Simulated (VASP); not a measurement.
CdS (zinc blende) is relaxed at rising pressure, each step from the one before. Symmetry mostly holds the structure type, and other phases were not tried. The mesh follows the cell, and a change of mesh leaves a small step in the series.

Given:

```
CELL_PARAMETERS angstrom
      0.00000     2.88585     2.88585
      2.88585     0.00000     2.88585
      2.88585     2.88585     0.00000
ATOMIC_POSITIONS crystal
  Cd 0.00000 0.00000 0.00000
  S  0.25000 0.25000 0.25000
```

Level of theory: LDA (Ceperley-Alder, Perdew-Zunger), VASP's LDA PAW potentials (set 64) (plane waves; VASP 6.6.1). Run with 500 eV cut-off, 8×8×8 Γ-centred mesh, Gaussian smearing of 0.050 eV, potentials Cd S.

```json
[
 {"P (GPa)": "0", "V (Å³/atom)": "24.03", "H − H(0) (eV/atom)": "0.000", "space group": "F-43m", "gap on the mesh (eV)": "0.96", "k-mesh": "8×8×8"},
 {"P (GPa)": "5", "V (Å³/atom)": "22.56", "H − H(0) (eV/atom)": "0.726", "space group": "F-43m", "gap on the mesh (eV)": "1.09", "k-mesh": "8×8×8"},
 {"P (GPa)": "10", "V (Å³/atom)": "21.47", "H − H(0) (eV/atom)": "1.412", "space group": "F-43m", "gap on the mesh (eV)": "1.19", "k-mesh": "8×8×8"},
 {"P (GPa)": "20", "V (Å³/atom)": "?", "H − H(0) (eV/atom)": "?", "space group": "F-43m", "gap on the mesh (eV)": "1.33", "k-mesh": "8×8×8"},
 {"P (GPa)": "30", "V (Å³/atom)": "18.74", "H − H(0) (eV/atom)": "3.903", "space group": "F-43m", "gap on the mesh (eV)": "1.43", "k-mesh": "9×9×9"},
 {"P (GPa)": "45", "V (Å³/atom)": "?", "H − H(0) (eV/atom)": "?", "space group": "F-43m", "gap on the mesh (eV)": "1.53", "k-mesh": "9×9×9"}
]
```

Problem. What belongs in the gaps?

Solution. 
- 20, V (Å³/atom): 19.88
- 20, H − H(0) (eV/atom): 2.699
- 45, V (Å³/atom): 17.47
- 45, H − H(0) (eV/atom): 5.595

Pressures at which the relaxation failed are left out.

The compound is CdS in the zinc blende structure, a metastable form; wurtzite is the usual one.
